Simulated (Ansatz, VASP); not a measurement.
# Ba4Si21O46 (glassy 84SiO2-16BaO (mol %)) in two plane-wave programs, part 3 of 3

Aim: how closely do two programs agree when they are given the same cell, functional and k mesh? Of the first pair: The structure shown is the start of the Ansatz relaxation below; VASP solves that cell, so the two are compared at the walk's first step.

VASP 6.6.1 and Ansatz 0.2.0.

So far. Step 4 (Comparison): The forces differ by 29 meV/Å r.m.s., which is 2.8 % of the r.m.s. force of 1.052 eV/Å (both taken over all components).

### Step 6. VASP: single point, PBE, relaxed cell, pair 2

Level of this step: PBE; plane waves and PAW (Si, Ba_sv, O) (VASP).

The same cell, functional and mesh now go to VASP, with its own data sets.

File INCAR:

```
SYSTEM = Ba4Si21O46
PREC = Accurate
ENCUT = 600
EDIFF = 1E-06
NELM = 120
ISMEAR = 0
SIGMA = 0.01
LREAL = Auto
ALGO = Normal
GGA = PE
NBANDS = 256
LORBIT = 11
LWAVE = .FALSE.
LCHARG = .FALSE.
ISIF = 2
LASPH = .TRUE.
GGA_COMPAT = .FALSE.
EFERMI = MIDGAP
NCORE = 2
```

File POSCAR:

```
Ba4Si21O46
1.0
   10.0457650000      0.0150170000      0.1568020000
    0.0150170000     10.0370370000     -0.0610400000
    0.1568020000     -0.0610400000      9.9180800000
Si Ba O
21 4 46
Direct
    0.7605900000      0.9364100000      0.5519200000
    0.0874600000      0.5868900000      0.7226700000
    0.3117400000      0.8304200000      0.4843900000
    0.5921500000      0.1875400000      0.5456800000
    0.8745900000      0.0418600000      0.3104800000
    0.8926500000      0.6921100000      0.9326600000
    0.3682500000      0.0872700000      0.3562200000
    0.5210900000      0.8351600000      0.7080000000
    0.7400900000      0.9059600000      0.0805400000
    0.3942300000      0.2677500000      0.7961600000
    0.0733700000      0.2677200000      0.7475000000
    0.0217300000      0.7844500000      0.5056200000
    0.4848600000      0.0114400000      0.9518800000
    0.3283300000      0.7530800000      0.0560400000
    0.3929800000      0.5795500000      0.7833000000
    0.4351400000      0.5584200000      0.4551000000
    0.0543500000      0.6848500000      0.2019100000
    0.5841600000      0.6658600000      0.2065000000
    0.1008400000      0.1752000000      0.4547600000
    0.7371500000      0.3208900000      0.3350200000
    0.0082300000      0.3994300000      0.2726600000
    0.7928200000      0.3611400000      0.9956600000
    0.7407400000      0.5607600000      0.6091600000
    0.4127800000      0.3877700000      0.1464500000
    0.1252800000      0.0940500000      0.0578400000
    0.1775500000      0.7708100000      0.1313700000
    0.3601000000      0.9230300000      0.3600200000
    0.0889200000      0.3202900000      0.3866500000
    0.5094300000      0.7018800000      0.7976100000
    0.8611700000      0.9976000000      0.1507900000
    0.6812700000      0.7976100000      0.1848400000
    0.8042200000      0.5809000000      0.8617600000
    0.9381400000      0.6670900000      0.0908700000
    0.7757500000      0.9387400000      0.3887100000
    0.2555100000      0.1370100000      0.4706300000
    0.7079700000      0.0840700000      0.6016400000
    0.0969500000      0.5358900000      0.2467300000
    0.2471800000      0.5918100000      0.7102600000
    0.0343800000      0.1903600000      0.6062300000
    0.3940100000      0.8659800000      0.6192600000
    0.8158300000      0.8400600000      0.9459500000
    0.6181100000      0.0099400000      0.0437600000
    0.4758800000      0.5473900000      0.6160000000
    0.3926700000      0.4238500000      0.3868200000
    0.6486700000      0.3024700000      0.2086100000
    0.9997300000      0.3129800000      0.1369300000
    0.6657600000      0.3261700000      0.4916400000
    0.4973100000      0.2273800000      0.6747300000
    0.3196800000      0.6753800000      0.4426900000
    0.8274700000      0.1880600000      0.3513800000
    0.9985400000      0.7615900000      0.3425600000
    0.8540000000      0.4407500000      0.3350700000
    0.4311700000      0.7159900000      0.1715400000
    0.9922700000      0.2060300000      0.8713200000
    0.0394700000      0.4307700000      0.7353600000
    0.4265500000      0.1660900000      0.9268000000
    0.3631500000      0.9090900000      0.9999100000
    0.4251300000      0.4225300000      0.8419200000
    0.0186000000      0.6376500000      0.5803300000
    0.0322700000      0.0549200000      0.3554100000
    0.3240700000      0.6342700000      0.9441900000
    0.5414300000      0.9637300000      0.8042200000
    0.3387600000      0.1413700000      0.2095200000
    0.5139100000      0.1199500000      0.4234400000
    0.9054400000      0.8725800000      0.5888400000
    0.0346000000      0.6930300000      0.8411600000
    0.6556500000      0.8233400000      0.6079500000
    0.1576800000      0.8627400000      0.5319400000
    0.5721200000      0.6273200000      0.3723500000
    0.6246800000      0.5461100000      0.1090000000
    0.2372500000      0.2494100000      0.7692300000
```

File KPOINTS:

```
Automatic mesh
0
Gamma
1 1 1
0 0 0
```

Potentials, in the order of the species: Si, Ba_sv and O (PBE family, release 64).

The run is started by

```sh
$ mpirun -np 8 vasp_gam
```

Numbers of over 12 decimals in the logs are rounded to 6 here.

What it wrote:

```text
[... set-up lines as in an earlier step ...]
 entering main loop
       N       E                     dE             d eps       ncg     rms          rms(c)
DAV:   1     0.407122580693E+04    0.40712E+04   -0.25362E+05   512   0.172E+03
DAV:   2    -0.239890429318E+03   -0.43111E+04   -0.41491E+04   632   0.388E+02
DAV:   3    -0.609038034788E+03   -0.36915E+03   -0.36667E+03   608   0.121E+02
DAV:   4    -0.619276919987E+03   -0.10239E+02   -0.10200E+02   648   0.196E+01
[...]
DAV:  16    -0.544143245250E+03    0.13599E-04   -0.13030E-04   648   0.370E-02    0.146E-02
DAV:  17    -0.544143247361E+03   -0.21109E-05   -0.40913E-05   608   0.151E-02    0.111E-02
DAV:  18    -0.544143247649E+03   -0.28786E-06   -0.62842E-06   560   0.608E-03
   1 F= -.54414325E+03 E0= -.54414325E+03  d E =0.000000E+00
```

OUTCAR, selected parts (step 6):

```text
  Total        0.8149812      0.6832721      1.3684138     -0.0470908      0.0063551      0.0851584
  in kB        1.3060703      1.0949963      2.1929889     -0.0754667      0.0101845      0.1364729
  external PRESSURE =       1.5313518 kB  Pullay stress =       0.0000000 kB

 POSITION                                       TOTAL-FORCE (eV/Angst)
 -----------------------------------------------------------------------------------
      7.74131      9.37651      5.53609        -0.006100     -0.024433      0.054218
      1.00073      5.84784      7.14539         0.005360     -0.005613     -0.035383
      3.22009      8.31007      4.80241        -0.013689      0.026873      0.022702
      6.03698      1.85793      5.49350        -0.011217      0.005296      0.046059
      8.83524      0.41433      3.21395         0.010719     -0.014923     -0.022394
      9.12399      6.90321      9.34792         0.003468      0.038736      0.021577
      3.75652      0.85972      3.58543         0.060917     -0.007108      0.024791
      5.35831      8.34714      7.05273         0.025553      0.023363     -0.020089
      7.46100      9.09935      0.85955         0.008214      0.048102      0.000240
      4.08920      2.64474      7.94185         0.010277     -0.008139     -0.007786
      0.85829      2.64259      7.40893         0.001894      0.014128     -0.038906
      0.30936      7.84302      4.97030        -0.022690      0.010744      0.000605
      5.02022      0.06400      9.51615        -0.016659      0.047327      0.026402
      3.31842      7.56020      0.56132        -0.030966      0.053233      0.025945
[...]
-----------------------------------------------------------------------------------
    total drift:                               -0.034311     -0.012440     -0.009907

  FREE ENERGIE OF THE ION-ELECTRON SYSTEM (eV)
  ---------------------------------------------------
  free  energy   TOTEN  =      -544.1432476490 eV

  energy  without entropy=     -544.1432476490  energy(sigma->0) =     -544.14324765

[... 1 part as in an earlier step ...]

[... 2 further parts left out ...]
[key lines of the parts left out:]
E-fermi :   4.1408
```

The run ends at a pressure of 0.15 GPa, with forces up to 0.31 eV/Å.

### Step 7. Side by side

What differs besides the data sets and the points named for the pairs above, as far as they apply: the cutoff is 420 eV in Ansatz and 600 eV in VASP (PREC = Accurate, projectors in real space). Total energies have different zeros and are not compared.

Both answers:

| quantity | Ansatz | VASP | difference |
| --- | --- | --- | --- |
| pressure (GPa) | -0.02 | 0.15 | -0.17 |
| gap on the k mesh (eV) | 3.430 | 3.400 | +0.031 |

Forces on 7 of the 71 atoms, those with the largest forces and the largest differences (eV/Å; atoms numbered as in POSCAR):

| atom | Ansatz x, y, z | VASP x, y, z |
| --- | --- | --- |
| Si18 | -0.004, 0.001, -0.004 | -0.007, 0.084, 0.057 |
| Ba22 | 0.002, 0.005, 0.003 | -0.032, -0.087, -0.128 |
| Ba23 | -0.003, 0.000, -0.003 | 0.077, -0.021, -0.068 |
| Ba24 | -0.007, 0.001, -0.001 | -0.134, -0.002, -0.284 |
| Ba25 | -0.004, 0.005, -0.008 | 0.041, -0.164, 0.001 |
| O43 | 0.000, 0.001, 0.008 | -0.084, 0.013, 0.035 |
| O44 | -0.002, 0.000, 0.006 | -0.035, -0.035, 0.218 |

The forces differ by 39 meV/Å r.m.s., where the r.m.s. force is 0.003 eV/Å in Ansatz and 0.039 eV/Å in VASP: the atoms lie near their places of rest in Ansatz, so a percentage would say little (all taken over all components). A gap on the mesh is an upper bound, since the band edges may lie between its points.

### Step 8. Results

| Item | Value |
| --- | --- |
| r.m.s. force difference (single point, PBE, start cell, pair 1) | 2.8 % of the r.m.s. force |
| r.m.s. force difference (single point, PBE, relaxed cell, pair 2) | 39 meV/Å |

In words: The r.m.s. force difference is 39 meV/Å (single point, PBE, relaxed cell, pair 2), beyond the 12 meV/Å picked in this series as the mark of a large difference. What causes the difference of the single point, PBE, relaxed cell, pair 2 pair stays open here. How closely two codes agree says nothing of how well the functional describes the real material.

[Lines on the potential files, build, host, timing and source positions are cut from VASP's logs without a mark.]

[Logs are printed without paths, hosts, clocks, repeated set-up lines and the standing remarks that a program may print on its own settings, such as how far it seeks lower states.]

[Hosts, paths, dates, database ids (printed as entryN), source tags and the programs' standing remarks are cut or masked in the printed files.]
